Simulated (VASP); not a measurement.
Set up this calculation in VASP 6.6.1, as the native input.

```
Task                   : single point
Functional             : PBE
Potentials or basis    : VASP PAW PBE potentials, release 64 (B, Bi_d)
Cutoff                 : 520 eV
k mesh                 : 6 × 6 × 6
Occupations            : fermi-dirac, width 0.02 eV
Spin                   : no spin polarisation
Dipole correction      : no
Further INCAR settings : ALGO = Normal; EDIFF = 1e-07; NBANDS = 16
```

The structure of BiB lies in POSCAR:

```
BiB
1.0
    3.3701290311      0.0000000000      0.0000000000
    0.0000000000      3.3701290311      0.0000000000
    0.0000000000      0.0000000000      3.3701290311
B Bi
1 1
Direct
    0.0000000000      0.0000000000      0.0000000000
    0.5000000000      0.5000000000      0.5000000000
```

The cell was built by a generator and needn't be a form met in nature.

The input as run:

INCAR

```
PREC     = Accurate       # precision mode
ENCUT    = 520            # plane-wave cutoff, eV
EDIFF    = 1E-7           # SCF threshold, eV
ISMEAR   = -1             # smearing method
SIGMA    = 0.02           # smearing width, eV
LREAL    = F              # projectors in reciprocal space
LASPH    = T              # aspherical terms in the spheres
NELM     = 80             # most SCF steps
ALGO     = Normal         # electronic algorithm
ISIF     = 2              # what is computed and relaxed
LWAVE    = F              # write WAVECAR
LCHARG   = F              # write CHGCAR
GGA      = PE             # functional
NBANDS   = 16             # bands
```

KPOINTS

```
regular mesh
0
Gamma
  6 6 6
```

Potentials or basis: VASP PAW PBE potentials, release 64 (B, Bi_d).

Command:

```bash
$ cat potpaw_PBE.64/B/POTCAR potpaw_PBE.64/Bi_d/POTCAR > POTCAR
$ mpirun -np 1 vasp_std > vasp.out
```

It gave:

* Pressure: -0.5 GPa
* Band gap on the k mesh: none (metal or under the smearing width)

Caveat: spin-orbit coupling is left out, which moves the levels of the heavy elements.

Run time: 8.7 s on 1 thread of AMD EPYC 9R45 96-Core Processor (Zen 5), on a shared host, peak memory 0.13 GiB.
